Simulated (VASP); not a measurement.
Computed with PBE GGA, VASP's PBE PAW potentials (set 64) (plane waves; VASP).

VASP input:

File KPOINTS:
```
K-points
0
Gamma
 8 8 8
0 0 0
```

### POSCAR
```
Al3Sc
1.0
  4.1063577756   0.0000000000   0.0000000000
  0.0000000000   4.1063577756   0.0000000000
  0.0000000000   0.0000000000   4.1063577756
Sc Al
1 3
Direct
  0.0000000000   0.0000000000   0.0000000000
  0.0000000000   0.5000000000   0.5000000000
  0.5000000000   0.0000000000   0.5000000000
  0.5000000000   0.5000000000   0.0000000000
```

### INCAR
```
! general
SYSTEM  = Al3Sc
PREC    = Accurate
ENCUT   = 480
LREAL   = .FALSE.   ! projection in real space or not
LASPH   = .TRUE.   ! aspherical one-centre terms

! electronic loop
EDIFF   = 1E-7   ! SCF stop (eV)
NELM    = 100   ! most electronic steps
ALGO    = Normal
LMAXMIX = 4   ! l cut-off of mixed one-centre charges

! smearing
ISMEAR  = 1   ! Methfessel-Paxton
SIGMA   = 0.1   ! width (eV)

! functional
GGA     = PE

! ions
IBRION  = 2   ! conjugate gradients
NSW     = 40   ! most ionic steps
ISIF    = 3
EDIFFG  = -0.01
PSTRESS = 150

! output
LWAVE   = .FALSE.
LCHARG  = .FALSE.
```

POTCAR, in this order: Sc_sv Al (PBE.64 set). Program: vasp_std.

Energy and stress use the plane-wave basis of the starting cell.

Task: Predict the energy per atom (σ→0), volume per atom, band gap (on the k-mesh).

Result: 
```json
{
 "energy per atom (σ→0)": "-4.734 eV/atom",
 "band gap (on the k-mesh)": "none (metal, semimetal or under 0.01 eV)",
 "volume_per_atom": "15.16 Å³/atom"
}
```

OSZICAR:
```
...
DAV:   1    -0.189370774982E+02    0.14172E-01   -0.24102E-02  1154   0.252E+00    0.253E-01
DAV:   2    -0.189362902558E+02    0.78724E-03   -0.48230E-03  1414   0.100E+00    0.444E-02
DAV:   3    -0.189362441650E+02    0.46091E-04   -0.12188E-04  1348   0.892E-02    0.269E-02
DAV:   4    -0.189362292933E+02    0.14872E-04   -0.43288E-05  1280   0.651E-02    0.110E-02
DAV:   5    -0.189362306197E+02   -0.13264E-05   -0.41756E-06  1578   0.225E-02    0.347E-03
DAV:   6    -0.189362305833E+02    0.36457E-07   -0.11377E-06  1508   0.104E-02    0.147E-03
DAV:   7    -0.189362306250E+02   -0.41775E-07   -0.22906E-08   562   0.196E-03
   4 F= -.13259335E+02 E0= -.13258908E+02  d E =-.444499E+00
```

The compound is Al3Sc in the L1_2 structure. This run relaxes it under an external pressure of 15 GPa. Symmetry was kept, so distortions that lower it aren't found.
